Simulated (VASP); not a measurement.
# CaI (P6/mmm) in VASP: equation of state

Aim: energy against volume of CaI in PBE, for its equilibrium volume and stiffness.

Everything below comes from runs of VASP 6.6.1. Logs are shortened: lines on timing, memory, paths and dates and some standing lists are left out, and cuts for length are marked.

**1. The structure**

It takes space group P6/mmm (No. 191, hexagonal). Conventional cell: a = 4.428 Å, b = 4.428 Å, c = 5.960 Å, α = 90.00°, β = 90.00°, γ = 120.00°. Ca (site symmetry 6/mmm) is surrounded by 2 I at 2.98 Å. Around I (site symmetry 6/mmm) lie 2 Ca at 2.98 Å.

The cell was built by a generator and needn't be a form met in nature.

**2. Equation of state, PBE, 47.56 Å³/atom (volume scaled by 0.94)**

INCAR reads:

```
PREC     = Accurate       # precision mode
ENCUT    = 520            # plane-wave cutoff, eV
EDIFF    = 1E-7           # SCF threshold, eV
ISMEAR   = -1             # smearing method
SIGMA    = 0.05           # smearing width, eV
LREAL    = F              # projectors in reciprocal space
LASPH    = T              # aspherical terms in the spheres
NELM     = 80             # most SCF steps
ALGO     = Normal         # electronic algorithm
ISIF     = 2              # what is computed and relaxed
LWAVE    = F              # write WAVECAR
LCHARG   = F              # write CHGCAR
GGA      = PE             # functional
NBANDS   = 16             # bands
```

KPOINTS reads:

```
regular mesh
0
Gamma
  7 7 5
```

POSCAR reads:

```
CaI
1.0
    4.3373428011      0.0000000000      0.0000000000
   -2.1686762985      3.7562523215      0.0000000000
    0.0000000000      0.0000000000      5.8380001487
Ca I
1 1
Direct
    0.0000000000      0.0000000000      0.0000000000
    0.0000000000      0.0000000000      0.5000000000
```

Potentials or basis: VASP PAW PBE potentials, release 64 (Ca_sv, I).

Command:

```
$ cat potpaw_PBE.64/Ca_sv/POTCAR potpaw_PBE.64/I/POTCAR > POTCAR
$ mpirun -np 1 vasp_std > vasp.out
```

OUTCAR:

```text
PREC = Accurate
   ENCUT = 520
   EDIFF = 1E-7
   ISMEAR = -1
   LREAL = F
   LASPH = T
   NELM = 80
   ISIF = 2
   GGA = PE

 Found     24 irreducible k-points:

 Following reciprocal coordinates:
            Coordinates               Weight
  0.000000  0.000000  0.000000      1.000000
  0.142857  0.000000  0.000000      6.000000
  0.285714  0.000000  0.000000      6.000000
  0.428571  0.000000  0.000000      6.000000
  0.142857  0.142857  0.000000      6.000000
  0.285714  0.142857  0.000000     12.000000
   k-points           NKPTS =     24   k-points in BZ     NKDIM =     24   number of bands    NBANDS=     16
   number of dos      NEDOS =    301   number of ions     NIONS =      2
   total plane-waves  NPLWV =  49152
   dimension x,y,z NGX =    32 NGY =   32 NGZ =   48
   dimension x,y,z NGXF=    64 NGYF=   64 NGZF=   96
   ions per type =               1   1
   NGX,Y,Z   is equivalent  to a cutoff of  12.27, 12.27, 13.67 a.u.
   NGXF,Y,Z  is equivalent  to a cutoff of  24.53, 24.53, 27.34 a.u.
 SYSTEM =  unknown system
   PREC   = accura    normal or accurate (medium, high low for compatibility)
   ISTART =      0    job   : 0-new  1-cont  2-samecut
   ICHARG =      2    charge: 1-file 2-atom 10-const
   ISPIN  =      1    spin polarized calculation?
   LNONCOLLINEAR =      F non collinear calculations
   LSORBIT =      F    spin-orbit coupling
   LASPH  =      T    aspherical Exc in radial PAW
   ENCUT  =  520.0 eV  38.22 Ry    6.18 a.u.   8.06  8.06 10.85*2*pi/ulx,y,z
   NELM   =     80;   NELMIN=  2; NELMDL= -5     # of ELM steps
   EDIFF  = 0.1E-06   stopping-criterion for ELM
   LREAL  =      F    real-space projection
   EDIFFG = 0.1E-05   stopping-criterion for IOM
   NSW    =      0    number of steps for IOM
   IBRION =     -1    ionic relax: 0-MD 1-quasi-New 2-CG
   NFREE  =      0    steps in history (QN), initial steepest desc. (CG)
   ISIF   =      2    stress and relaxation
   ISYM   =      2    0-nonsym 1-usesym 2-fastsym
   POTIM  = 0.5000    time-step for ionic-motion
   TEBEG  =    0.0;   TEEND  =   0.0 temperature during run
   PSTRESS=    0.0 pullay stress
   NELECT =      17.0000    total number of electrons
   NUPDOWN=      -1.0000    fix difference up-down
   EMIN   =  10.00;   EMAX   =-10.00  energy-range for DOS
   EFERMI =   0.00;   METHOD = LEGACY
   ISMEAR =    -1;   SIGMA  =   0.05  broadening in eV -4-tet -1-fermi 0-gaus
   EFERMI_NEDOS =   21; number of points for ismear=-14 and -15
   IALGO  =     38    algorithm
   IMIX   =      4    mixing-type and parameters
     AMIX     =   0.40;   BMIX     =  1.00
     AMIX_MAG =   1.60;   BMIX_MAG =  1.00
  volume/ion in A,a.u.               =      47.56       320.93
  Fermi-wavevector in a.u.,A,eV,Ry     =   0.922168  1.742646 11.570322  0.850395
  Thomas-Fermi vector in A             =   2.047666
   LORBIT       =      0    0 simple, 1 ext, 2 COOP (PROOUT), +10 PAW based schemes
   GGA     = PE    functional components
   LHFCALC =     F    Hartree Fock is set to
   AEXX    =    0.0000 exact exchange contribution
   IVDW    =     0    specifies the selected vdW correction
   LEPSILON=     F    determine dielectric tensor
   LRPA    =     F    only Hartree local field effects (RPA)
 non-spin polarized calculation
  energy-cutoff  :      520.00
  volume of cell :       95.11
 maximum number of plane-waves:      2574
   NGX = 17   NGY = 17   NGZ = 21

 number of electron      17.0000000 magnetization

 Free energy of the ion-electron system (eV)
  ---------------------------------------------------
  ext. energy  EPLUGINS =         0.00000000
  ---------------------------------------------------
  free energy    TOTEN  =        -4.85936054 eV

  energy without entropy =       -4.84562015  energy(sigma->0) =       -4.85249034

 E-fermi :   2.4686     XC(G=0):  -7.3081

 val. band max:        2.3952970936   @ k =   0.2857   0.1429   0.4000
 cond. band min:       2.5275999577   @ k =   0.2857   0.1429   0.2000
 fundamental gap:      0.1323028641
 Fermi energy:         2.4685799003

 k-point     1 :       0.0000    0.0000    0.0000
  band No.  band energies     occupation
      1     -39.9836      2.00000
      2     -21.0118      2.00000
      3     -21.0118      2.00000
      4     -20.9201      2.00000
      5     -10.8934      2.00000
      6      -1.4258      2.00000
[... 8 lines left out ...]
     15       7.2626      0.00000
     16       7.9844      0.00000

 k-point     2 :       0.1429    0.0000    0.0000
  band No.  band energies     occupation
      1     -39.9833      2.00000
      2     -21.0179      2.00000
      3     -21.0133      2.00000
      4     -20.9193      2.00000
      5     -10.8466      2.00000
      6      -1.3503      2.00000
[... 8 lines left out ...]
     15       7.8088      0.00000
     16       8.2962      0.00000

 k-point     3 :       0.2857    0.0000    0.0000
  band No.  band energies     occupation
      1     -39.9824      2.00000
      2     -21.0316      2.00000
      3     -21.0168      2.00000
      4     -20.9176      2.00000
      5     -10.7372      2.00000
      6      -1.1645      2.00000
[... 8 lines left out ...]
     15       7.8009      0.00000
     16       8.4002      0.00000

 k-point     4 :       0.4286    0.0000    0.0000
  band No.  band energies     occupation
      1     -39.9817      2.00000
      2     -21.0425      2.00000
      3     -21.0195      2.00000
      4     -20.9162      2.00000
      5     -10.6450      2.00000
      6      -1.4053      2.00000
[... 8 lines left out ...]
     15       6.4800      0.00000
     16       7.7159      0.00000

 k-point     5 :       0.1429    0.1429    0.0000
  band No.  band energies     occupation
      1     -39.9827      2.00000
      2     -21.0269      2.00000
      3     -21.0167      2.00000
      4     -20.9180      2.00000
      5     -10.7682      2.00000
      6      -1.2189      2.00000
[... 8 lines left out ...]
     15       8.5646      0.00000
     16       8.6233      0.00000

 k-point     6 :       0.2857    0.1429    0.0000
  band No.  band energies     occupation
      1     -39.9819      2.00000
      2     -21.0375      2.00000
      3     -21.0215      2.00000
      4     -20.9165      2.00000
      5     -10.6662      2.00000
      6      -1.1635      2.00000
[... 8 lines left out ...]
     15       7.1281      0.00000
     16       8.1774      0.00000

 [... further k-points ...]

------------------------ aborting loop because EDIFF is reached ----------------------------------------

  FORCE on cell =-STRESS in cart. coord.  units (eV):
  Direction    XX          YY          ZZ          XY          YZ          ZX
  --------------------------------------------------------------------------------------
  -------------------------------------------------------------------------------------
  Total        0.2529230      0.2529234      1.4333591     -0.0000003     -0.0000000      0.0000000
  in kB        4.2604578      4.2604652     24.1447651     -0.0000056     -0.0000000      0.0000000
  external PRESSURE =      10.8885627 kB  Pullay stress =       0.0000000 kB

 VOLUME and BASIS-vectors are now :
 -----------------------------------------------------------------------------
  energy-cutoff  :      520.00
  volume of cell :       95.11
      direct lattice vectors                 reciprocal lattice vectors
     4.337342801  0.000000000  0.000000000     0.230555906  0.133111699  0.000000000
    -2.168676298  3.756252321  0.000000000     0.000000000  0.266222797  0.000000000
     0.000000000  0.000000000  5.838000149     0.000000000  0.000000000  0.171291534

 POSITION                                       TOTAL-FORCE (eV/Angst)
 -----------------------------------------------------------------------------------
      0.00000      0.00000      0.00000        -0.000000      0.000000      0.000000
      0.00000      0.00000      2.91900         0.000000      0.000000      0.000000
 -----------------------------------------------------------------------------------
    total drift:                                0.000000     -0.000000     -0.000000

  FREE ENERGIE OF THE ION-ELECTRON SYSTEM (eV)
  ---------------------------------------------------
  free  energy   TOTEN  =        -4.8593605359 eV

  energy  without entropy=       -4.8456201467  energy(sigma->0) =       -4.85249034
```

Run time: 32 s. Hardware: 1 thread of Intel Xeon Platinum 8488C (Sapphire Rapids), shared host; peak memory 0.22 GiB.

What came out:

* Free energy: -4.8594 eV
* Pressure: 1.1 GPa
* Band gap on the k mesh: none (metal or under the smearing width)

Caveat: an odd number of electrons without spin polarisation forces a metal; a magnetic or distorted state may lie lower.

**3. Equation of state, PBE, 48.57 Å³/atom (volume scaled by 0.96)**

INCAR reads:

```
SYSTEM = CaI
PREC = Accurate
ENCUT = 520
EDIFF = 1E-7
ISMEAR = -1
SIGMA = 0.05
LREAL = .FALSE.
LASPH = .TRUE.
NELM = 80
ALGO = Normal
ISIF = 2
LWAVE = .FALSE.
LCHARG = .FALSE.
GGA = PE
NBANDS = 16
```

KPOINTS reads:

```
regular mesh
0
G
  7 7 5
  0 0 0
```

POSCAR reads:

```
CaI
1.0
    4.3678884752      0.0000000000      0.0000000000
   -2.1839491700      3.7827056742      0.0000000000
    0.0000000000      0.0000000000      5.8791141804
Ca I
1 1
Direct
    0.0000000000      0.0000000000      0.0000000000
    0.0000000000      0.0000000000      0.5000000000
```

Potentials or basis: VASP PAW PBE potentials, release 64 (Ca_sv, I).

Command:

```
$ cat potpaw_PBE.64/Ca_sv/POTCAR potpaw_PBE.64/I/POTCAR > POTCAR
$ mpirun -np 1 vasp_std > vasp.out
```

It took 38 s on 1 thread of Intel Xeon Platinum 8488C (Sapphire Rapids), shared host; peak memory 0.23 GiB.

Results (log left out):

* Free energy: -4.8707 eV
* Pressure: 0.7 GPa
* Band gap on the k mesh: none (metal or under the smearing width)

Caveat: an odd number of electrons without spin polarisation forces a metal; a magnetic or distorted state may lie lower.

**4. Equation of state, PBE, 49.58 Å³/atom (volume scaled by 0.98)**

INCAR reads:

```
ALGO = Normal ; EDIFF = 1E-7
ENCUT = 520 ; GGA = PE
ISIF = 2 ; ISMEAR = -1
LASPH = T ; LCHARG = F
LREAL = F ; LWAVE = F
NBANDS = 16 ; NELM = 60
PREC = Accurate ; SIGMA = 0.05
```

KPOINTS reads:

```
k-points
0
Gamma
  7 7 5
```

POSCAR reads:

```
CaI
1.0
    4.3980127959      0.0000000000      0.0000000000
   -2.1990113644      3.8087941239      0.0000000000
    0.0000000000      0.0000000000      5.9196610767
Ca I
1 1
Direct
    0.0000000000      0.0000000000      0.0000000000
    0.0000000000      0.0000000000      0.5000000000
```

Command:

```
$ cat potpaw_PBE.64/Ca_sv/POTCAR potpaw_PBE.64/I/POTCAR > POTCAR
$ mpirun -np 1 vasp_std > vasp.out
```

Run time: 35 s. Hardware: 1 thread of Intel Xeon Platinum 8488C (Sapphire Rapids), shared host; peak memory 0.24 GiB.

Results (log left out):

* Free energy: -4.8772 eV
* Pressure: 0.3 GPa
* Band gap on the k mesh: none (metal or under the smearing width)

Caveat: an odd number of electrons without spin polarisation forces a metal; a magnetic or distorted state may lie lower.

**5. Equation of state, PBE, 51.60 Å³/atom (volume scaled by 1.02)**

INCAR reads:

```
SYSTEM = CaI
ALGO = Normal
EDIFF = 1E-7
ENCUT = 520
GGA = PE
ISIF = 2
ISMEAR = -1
LASPH = .True.
LCHARG = .False.
LREAL = .False.
LWAVE = .False.
NBANDS = 16
NELM = 80
PREC = Accurate
SIGMA = 0.05
```

KPOINTS reads:

```
k-points
0
Gamma
  7 7 5
  0 0 0
```

POSCAR reads:

```
CaI
1.0
    4.4570535698      0.0000000000      0.0000000000
   -2.2285318180      3.8599249785      0.0000000000
    0.0000000000      0.0000000000      5.9991290973
Ca I
1 1
Direct
    0.0000000000      0.0000000000      0.0000000000
    0.0000000000      0.0000000000      0.5000000000
```

Command:

```
$ cat potpaw_PBE.64/Ca_sv/POTCAR potpaw_PBE.64/I/POTCAR > POTCAR
$ mpirun -np 1 vasp_std > vasp.out
```

It took 41 s on 1 thread of Intel Xeon Platinum 8488C (Sapphire Rapids), shared host; peak memory 0.24 GiB.

The run converged. Its results:

```
Free energy            : -4.8777 eV
Pressure               : -0.3 GPa
Band gap on the k mesh : none (metal or under the smearing width)
```

Caveat: an odd number of electrons without spin polarisation forces a metal; a magnetic or distorted state may lie lower.

**6. Equation of state, PBE, 52.62 Å³/atom (volume scaled by 1.04)**

INCAR reads:

```
PREC = Accurate
ENCUT = 520
EDIFF = 1E-7
ISMEAR = -1
SIGMA = 0.05
LREAL = F
LASPH = T
NELM = 80
ALGO = Normal
ISIF = 2
LWAVE = F
LCHARG = F
GGA = PE
NBANDS = 16
```

KPOINTS reads:

```
Automatic mesh
0
Gamma
  7 7 5
```

POSCAR reads:

```
CaI
1.0
    4.4859962871      0.0000000000      0.0000000000
   -2.2430032093      3.8849901287      0.0000000000
    0.0000000000      0.0000000000      6.0380855726
Ca I
1 1
Direct
    0.0000000000      0.0000000000      0.0000000000
    0.0000000000      0.0000000000      0.5000000000
```

Potentials or basis: VASP PAW PBE potentials, release 64 (Ca_sv, I).

Command:

```
$ cat potpaw_PBE.64/Ca_sv/POTCAR potpaw_PBE.64/I/POTCAR > POTCAR
$ mpirun -np 1 vasp_std > vasp.out
```

Run time: 42 s. Hardware: 1 thread of Intel Xeon Platinum 8488C (Sapphire Rapids), shared host; peak memory 0.24 GiB.

The run converged. Its results:

```yaml
Free_energy: -4.8725 eV
Pressure: -0.6 GPa
Band_gap_on_the_k_mesh: none (metal or under the smearing width)
```

Caveat: an odd number of electrons without spin polarisation forces a metal; a magnetic or distorted state may lie lower.

[end of part 1 of 2]
